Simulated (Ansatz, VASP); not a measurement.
**One calculation of K3Pd, two programs**

```
Pd K
1.0
     5.51667    0.00000    0.00000
     0.00000    5.51667    0.00000
     0.00000    0.00000    5.51667
Pd K
1 3
Direct
  0.00000 0.00000 0.00000
  0.00000 0.50000 0.50000
  0.50000 0.00000 0.50000
  0.50000 0.50000 0.00000
```

The cell comes from a database or a generator and needn't be the stable form of this composition.

Alike in both runs: task single point; functional PBE; k mesh 5 × 5 × 5; occupations fermi-dirac, width 0.05 eV; no spin polarisation.

```csv
,VASP,Ansatz
version,VASP 6.6.1,Ansatz 0.2.0
potentials or method,"VASP PAW PBE potentials, release 64 (Pd, K_sv)",Ansatz PAW
plane-wave cutoff (eV),520,420
valence electrons in the cell,37,45
```

|  | VASP | Ansatz | Ansatz less VASP |
| --- | --- | --- | --- |
| gap on the k mesh at the Fermi level (eV) | none | none | - |
| pressure (GPa) | -0.3 | -0.3 | +0.02 |

A gap of «none» marks a metal or a gap that the smearing closes. The functional is the same, so the differences come from potentials, cutoffs and numerics. The two sets of potentials don't hold the same shells in valence.
